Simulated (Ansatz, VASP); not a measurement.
# ScInS3 in two plane-wave programs, part 2 of 3

Wanted: the spread between two codes on one cell, functional and k mesh. The cell is generated by rule, not measured, and may not be a known phase. The cell is taken from a series of runs on this material, whose earlier steps may have relaxed, scaled, displaced or heated it; both programs get it as it stands.

VASP 6.6.1 and Ansatz 0.2.0.

So far: Starting point; Ansatz: zone-centre phonons, PBEsol.

### 3. VASP: zone-centre phonons, PBEsol

Level of this step: PBEsol; plane waves and PAW (Sc_sv, In_d, S); invented cell (VASP).

The same cell, functional, mesh and smearing now go to VASP, with its own data sets.

Lines of VASP's logs that name or quote its potential files are left out, and so is its time.

The input, INCAR:

```
SYSTEM = ScInS3
PREC = Accurate
ENCUT = 500
EDIFF = 1E-08
NELM = 120
ISMEAR = 1
SIGMA = 0.2
LREAL = .FALSE.
ALGO = Normal
GGA = PS
NBANDS = 27
LASPH = .TRUE.
LORBIT = 11
LWAVE = .FALSE.
LCHARG = .FALSE.
ISIF = 2
IBRION = 8
GGA_COMPAT = .FALSE.
KPAR = 2
```

The input, POSCAR:

```
ScInS3
1.0
    4.4395971889      0.0000000000      0.0000000000
    0.0000000000      4.4395971889      0.0000000000
    0.0000000000      0.0000000000      6.1904360542
Sc In S
1 1 3
Direct
    0.0000000000      0.0000000000      0.1628019915
    0.5000000000      0.5000000000      0.5736270160
    0.5000000000      0.0000000000      0.3697037104
    0.5000000000      0.5000000000      0.9594026556
    0.0000000000      0.5000000000      0.3697037104
```

The input, KPOINTS:

```
Automatic mesh
0
Gamma
8 8 6
0 0 0
```

Potentials, in the order of the species: Sc_sv, In_d and S (PBE family, release 64).

On the command line:

```console
> mpirun -np 2 vasp_std
```

Log:

```text
[banner, memory and clock lines left out]
running    2 mpi-ranks, on    1 nodes
 distrk:  each k-point on    1 cores,    2 groups
 distr:  one band on    1 cores,    1 groups

 POSCAR found type information on POSCAR ScInS
 POSCAR found :  3 types and       5 ions
|                                                                             |
|               ----> ADVICE to this user running VASP <----                  |
|                                                                             |
|     You enforced a specific xc type in the INCAR file but a different       |
|     [... a line on the potential file left out ...]
|     I HOPE YOU KNOW WHAT YOU ARE DOING!                                     |
|                                                                             |

 LDA part: xc-table for (Slater+PW92), standard interpolation
 POSCAR, INCAR and KPOINTS ok, starting setup
 FFT: planning ... GRIDC
 FFT: planning ... GRID_SOFT
 FFT: planning ... GRID
 WAVECAR not read
 entering main loop
       N       E                     dE             d eps       ncg     rms          rms(c)
DAV:   1     0.477347841007E+03    0.47735E+03   -0.19066E+04  3240   0.158E+03
DAV:   2     0.411448752276E+02   -0.43620E+03   -0.42992E+03  3248   0.464E+02
DAV:   3    -0.269215049884E+02   -0.68066E+02   -0.65936E+02  4732   0.174E+02
DAV:   4    -0.307925082331E+02   -0.38710E+01   -0.38594E+01  4824   0.426E+01
DAV:   5    -0.308930228524E+02   -0.10051E+00   -0.10042E+00  4936   0.708E+00    0.128E+01
DAV:   6    -0.271110394380E+02    0.37820E+01   -0.10439E+01  5184   0.393E+01    0.722E+00
DAV:   7    -0.270768633708E+02    0.34176E-01   -0.13693E+00  5248   0.747E+00    0.380E+00
DAV:   8    -0.270624090084E+02    0.14454E-01   -0.29997E-01  4935   0.590E+00    0.142E+00
DAV:   9    -0.270582197442E+02    0.41893E-02   -0.26253E-01  5181   0.525E+00    0.841E-01
DAV:  10    -0.270439573628E+02    0.14262E-01   -0.49279E-02  5055   0.224E+00    0.296E-01
DAV:  11    -0.270445501589E+02   -0.59280E-03   -0.31314E-03  5108   0.384E-01    0.131E-01
DAV:  12    -0.270449821599E+02   -0.43200E-03   -0.41754E-04  4313   0.137E-01    0.583E-02
DAV:  13    -0.270449816726E+02    0.48729E-06   -0.47543E-04  5040   0.225E-01    0.230E-02
DAV:  14    -0.270450188684E+02   -0.37196E-04   -0.45434E-05  3692   0.369E-02    0.863E-03
DAV:  15    -0.270450372342E+02   -0.18366E-04   -0.26353E-05  4288   0.324E-02    0.609E-03
DAV:  16    -0.270450400332E+02   -0.27990E-05   -0.69520E-06  3774   0.187E-02    0.507E-03
DAV:  17    -0.270450398317E+02    0.20142E-06   -0.51034E-07  4912   0.786E-03    0.137E-03
DAV:  18    -0.270450398889E+02   -0.57116E-07   -0.33198E-07  4619   0.483E-03    0.660E-04
DAV:  19    -0.270450398793E+02    0.95179E-08   -0.29207E-08  3450   0.152E-03
   1 F= -.27045040E+02 E0= -.27045412E+02  d E =0.111782E-02
 Linear response reoptimize wavefunctions to high precision
DAV:   1    -0.270450398704E+02    0.89426E-08   -0.84328E-09  3789   0.743E-04
DAV:   2    -0.270450398705E+02   -0.90495E-10   -0.60784E-10  2315   0.268E-04
 Linear response DOF=           9
 Linear response progress:
  Degree of freedom:   1/  9
       N       E                     dE             d eps       ncg     rms          rms(c)
RMM:   1    -0.783145393626E+00   -0.78315E+00   -0.66428E+01  7206   0.103E+02
RMM:   2    -0.773146833788E+00    0.99986E-02   -0.21715E-01  9689   0.348E+00    0.187E-01
RMM:   3    -0.775790156831E+00   -0.26433E-02   -0.29913E-02 11919   0.876E-01    0.798E-02
RMM:   4    -0.774264936498E+00    0.15252E-02   -0.23430E-03 14288   0.271E-01    0.463E-02
RMM:   5    -0.774205248321E+00    0.59688E-04   -0.15901E-04 14300   0.862E-02    0.108E-02
RMM:   6    -0.774209681684E+00   -0.44334E-05   -0.13394E-05 14815   0.324E-02    0.546E-03
RMM:   7    -0.774257389954E+00   -0.47708E-04   -0.33104E-06 15232   0.150E-02    0.939E-04
RMM:   8    -0.774258388185E+00   -0.99823E-06    0.24887E-06 14093   0.586E-03    0.709E-04
RMM:   9    -0.774271337069E+00   -0.12949E-04    0.17667E-06 15419   0.275E-03    0.169E-04
RMM:  10    -0.774272717920E+00   -0.13809E-05    0.73594E-07 15320   0.138E-03    0.927E-05
RMM:  11    -0.774272176249E+00    0.54167E-06    0.74777E-07 14953   0.823E-04    0.335E-05
RMM:  12    -0.774272638191E+00   -0.46194E-06    0.49231E-07 15321   0.619E-04    0.164E-05
RMM:  13    -0.774272663609E+00   -0.25418E-07    0.32125E-07 14798   0.514E-04    0.732E-06
RMM:  14    -0.774272699046E+00   -0.35437E-07    0.12962E-07 16084   0.464E-04    0.480E-06
RMM:  15    -0.774272735853E+00   -0.36807E-07    0.10184E-07 15245   0.445E-04    0.275E-06
RMM:  16    -0.774272762303E+00   -0.26451E-07    0.20156E-08 15452   0.432E-04    0.120E-06
RMM:  17    -0.774272767100E+00   -0.47962E-08    0.77436E-08 14912   0.427E-04    0.766E-07
 first order change of Fermi-energy  -0.16625E-03
[...]
RMM:   4    -0.241985053849E+00    0.16787E-03   -0.30746E-04  6335   0.112E-01    0.667E-02
RMM:   5    -0.241889618969E+00    0.95435E-04   -0.91361E-05  6155   0.608E-02    0.106E-02
RMM:   6    -0.241926799144E+00   -0.37180E-04   -0.14966E-05  6516   0.250E-02    0.813E-03
RMM:   7    -0.241960061019E+00   -0.33262E-04   -0.19741E-06  6948   0.113E-02    0.286E-03
RMM:   8    -0.241966607193E+00   -0.65462E-05    0.37692E-08  6798   0.484E-03    0.239E-03
[...]
RMM:   6    -0.112162632097E+00    0.33776E-05   -0.82099E-06 14674   0.142E-02    0.426E-03
RMM:   7    -0.112180403738E+00   -0.17772E-04   -0.12092E-06 14542   0.583E-03    0.300E-03
RMM:   8    -0.112179582932E+00    0.82081E-06   -0.25481E-07 15403   0.243E-03    0.898E-04
RMM:   9    -0.112181800996E+00   -0.22181E-05   -0.27237E-08 14313   0.117E-03    0.327E-04
RMM:  10    -0.112182765779E+00   -0.96478E-06   -0.16638E-09 14948   0.561E-04    0.126E-04
RMM:  11    -0.112182686327E+00    0.79452E-07   -0.23843E-08 15289   0.382E-04    0.624E-05
RMM:  12    -0.112182508286E+00    0.17804E-06   -0.43356E-09 15157   0.333E-04    0.321E-05
RMM:  13    -0.112182446297E+00    0.61989E-07   -0.59363E-08 15271   0.321E-04    0.265E-05
RMM:  14    -0.112182458950E+00   -0.12654E-07   -0.29279E-08 15620   0.316E-04    0.661E-06
RMM:  15    -0.112182472158E+00   -0.13208E-07   -0.55457E-08 15482   0.314E-04    0.311E-06
RMM:  16    -0.112182479444E+00   -0.72867E-08   -0.35687E-08 15161   0.314E-04    0.602E-06
 first order change of Fermi-energy   0.15862E-03
 force on displaced ion       3 direction 2 :   0.000  -9.315  -0.001
 Linear response progress:
  Degree of freedom:   7/  9
       N       E                     dE             d eps       ncg     rms          rms(c)
RMM:   1    -0.131195670531E+00   -0.13120E+00   -0.88178E-02 11513   0.183E+00
RMM:   2    -0.117765093212E+00    0.13431E-01   -0.13735E-02 10062   0.751E-01    0.158E-01
RMM:   3    -0.118318272008E+00   -0.55318E-03   -0.20713E-03  8742   0.284E-01    0.806E-02
RMM:   4    -0.118575705931E+00   -0.25743E-03   -0.32065E-04  9191   0.125E-01    0.368E-02
RMM:   5    -0.118783427363E+00   -0.20772E-03   -0.95046E-05 11066   0.545E-02    0.187E-02
RMM:   6    -0.118778119159E+00    0.53082E-05   -0.15702E-05 11215   0.219E-02    0.766E-03
RMM:   7    -0.118790208557E+00   -0.12089E-04   -0.19598E-06 11571   0.933E-03    0.364E-03
RMM:   8    -0.118795304848E+00   -0.50963E-05   -0.74817E-07 11803   0.368E-03    0.165E-03
RMM:   9    -0.118798323291E+00   -0.30184E-05   -0.10079E-07 11413   0.153E-03    0.108E-03
RMM:  10    -0.118802121241E+00   -0.37979E-05   -0.19774E-07 10395   0.104E-03    0.843E-04
RMM:  11    -0.118800209723E+00    0.19115E-05   -0.65573E-08 10088   0.705E-04    0.419E-04
RMM:  12    -0.118800193164E+00    0.16559E-07   -0.32561E-08 12253   0.429E-04    0.512E-04
RMM:  13    -0.118800154389E+00    0.38775E-07   -0.34088E-08 11587   0.370E-04    0.568E-04
RMM:  14    -0.118800074919E+00    0.79470E-07   -0.92978E-08 11701   0.352E-04    0.410E-04
[...]
RMM:  20    -0.118800250487E+00    0.12873E-06   -0.18395E-07 12931   0.361E-04    0.285E-04
RMM:  21    -0.118800173446E+00    0.77041E-07    0.25372E-08 13041   0.352E-04    0.178E-04
RMM:  22    -0.118800160025E+00    0.13420E-07   -0.23048E-07 12648   0.348E-04    0.148E-04
RMM:  23    -0.118800130367E+00    0.29658E-07    0.40012E-08 12796   0.348E-04    0.114E-04
RMM:  24    -0.118800093788E+00    0.36579E-07   -0.20101E-07 12637   0.350E-04    0.435E-05
RMM:  25    -0.118800064057E+00    0.29731E-07    0.66797E-08 13153   0.349E-04    0.106E-05
RMM:  26    -0.118800070692E+00   -0.66347E-08   -0.18865E-07 12580   0.348E-04    0.106E-05
RMM:  27    -0.118800061233E+00    0.94593E-08    0.92994E-08 12154   0.348E-04    0.671E-06
 first order change of Fermi-energy  -0.15308E+00
 force on displaced ion       3 direction 3 :   0.000   0.000  -4.323
 Linear response progress:
  Degree of freedom:   8/  9
       N       E                     dE             d eps       ncg     rms          rms(c)
RMM:   1    -0.117989353346E+00   -0.11799E+00   -0.66738E-02 14826   0.129E+00
RMM:   2    -0.108903642040E+00    0.90857E-02   -0.78141E-03 12294   0.503E-01    0.973E-02
RMM:   3    -0.109335270732E+00   -0.43163E-03   -0.17015E-03 14159   0.203E-01    0.350E-02
RMM:   4    -0.109561686266E+00   -0.22642E-03   -0.20009E-04 14170   0.702E-02    0.229E-02
RMM:   5    -0.109800175293E+00   -0.23849E-03   -0.67747E-05 13291   0.425E-02    0.109E-02
RMM:   6    -0.109727527358E+00    0.72648E-04   -0.11145E-05 13904   0.172E-02    0.339E-03
RMM:   7    -0.109760078408E+00   -0.32551E-04   -0.20686E-06 13800   0.704E-03    0.113E-03
RMM:   8    -0.109764431903E+00   -0.43535E-05   -0.51600E-07 14858   0.271E-03    0.486E-04
RMM:   9    -0.109765022477E+00   -0.59057E-06   -0.99547E-08 13647   0.123E-03    0.154E-04
RMM:  10    -0.109766386963E+00   -0.13645E-05   -0.83876E-08 15526   0.630E-04    0.625E-05
RMM:  11    -0.109765862839E+00    0.52412E-06   -0.64356E-08 14377   0.435E-04    0.189E-05
RMM:  12    -0.109765874433E+00   -0.11594E-07   -0.69635E-08 15819   0.345E-04    0.102E-05
RMM:  13    -0.109765871889E+00    0.25437E-08   -0.66624E-08 14792   0.334E-04    0.589E-06
 first order change of Fermi-energy   0.36060E-05
 force on displaced ion       4 direction 1 :   0.651   0.000   0.001
 Linear response progress:
  Degree of freedom:   9/  9
       N       E                     dE             d eps       ncg     rms          rms(c)
RMM:   1    -0.136927684116E+00   -0.13693E+00   -0.16913E-01  6738   0.190E+00
RMM:   2    -0.114245258362E+00    0.22682E-01   -0.12829E-02  6186   0.746E-01    0.232E-01
RMM:   3    -0.115283470918E+00   -0.10382E-02   -0.24332E-03  5701   0.281E-01    0.922E-02
RMM:   4    -0.115570156478E+00   -0.28669E-03   -0.40471E-04  5253   0.127E-01    0.292E-02
RMM:   5    -0.115650877812E+00   -0.80721E-04   -0.47573E-05  6421   0.435E-02    0.146E-02
RMM:   6    -0.115653854546E+00   -0.29767E-05   -0.14507E-05  6854   0.173E-02    0.873E-03
RMM:   7    -0.115655777301E+00   -0.19228E-05   -0.85761E-07  6997   0.592E-03    0.531E-03
RMM:   8    -0.115664766474E+00   -0.89892E-05    0.49202E-07  6152   0.302E-03    0.203E-03
RMM:   9    -0.115667251745E+00   -0.24853E-05   -0.19158E-07  6953   0.154E-03    0.452E-04
RMM:  10    -0.115666206915E+00    0.10448E-05   -0.75018E-08  6913   0.716E-04    0.304E-04
RMM:  11    -0.115666441844E+00   -0.23493E-06   -0.36855E-08  6644   0.439E-04    0.826E-05
RMM:  12    -0.115666456148E+00   -0.14304E-07   -0.57142E-08  7080   0.352E-04    0.477E-05
RMM:  13    -0.115666435312E+00    0.20836E-07   -0.21999E-08  6779   0.323E-04    0.361E-05
RMM:  14    -0.115666428978E+00    0.63336E-08   -0.61990E-08  6723   0.312E-04    0.395E-05
 first order change of Fermi-energy  -0.15089E+00
 force on displaced ion       4 direction 3 :  -0.000   0.000 -11.249
 Linear response finished
```

[end of part 2 of 3]

[Lines on the potential files, build, host, timing and source positions are cut from VASP's logs without a mark.]

[Logs are printed without paths, hosts, clocks, repeated set-up lines and the standing remarks that a program may print on its own settings, such as how far it seeks lower states.]

[Hosts, paths, dates, database ids (printed as entryN), source tags and the programs' standing remarks are cut or masked in the printed files.]
